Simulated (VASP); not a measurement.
CdTe (space group P6_3mc): computed properties

Computed with r2SCAN meta-GGA, VASP's PBE PAW potentials (set 64) (plane waves; VASP).

```json
{
  "space_group": "P6_3mc (186)",
  "cell": "a = 4.6255 Å, b = 4.6255 Å, c = 7.5783 Å, α = 90.00°, β = 90.00°, γ = 120.00°",
  "volume_per_atom": "35.10 Å^3/atom",
  "band gap (over mesh and band path)": "1.22 eV",
  "smallest direct gap (over mesh and band path)": "1.22 eV",
  "band_edge_character": "direct, Γ to Γ",
  "density": "5.68 g/cm³"
}
```

CdTe is taken in the hexagonal space group P6₃mc (No. 186), the wurtzite structure, Pearson symbol hP4. Lattice parameters: a = 4.6255 Å, b = 4.6255 Å, c = 7.5783 Å, α = 90.00°, β = 90.00°, γ = 120.00°. Cd on 2b has 4 Te at 2.835 Å (tetrahedral). Te on 2b is coordinated by 4 Cd at 2.835 Å (tetrahedral). (Neighbours: up to the widest gap in distance over summed covalent radii, below 1.35, at either atom; cation-cation and far metal-metal contacts left out.)

Unless said otherwise, spin-orbit coupling is left out, though it shifts the bands of the heavy elements here.

The structure comes from a computed database's CdTe entry (P6_3mc); how it stands against other phases isn't given here. It was relaxed first. Symmetry was kept, so distortions that lower it aren't found.
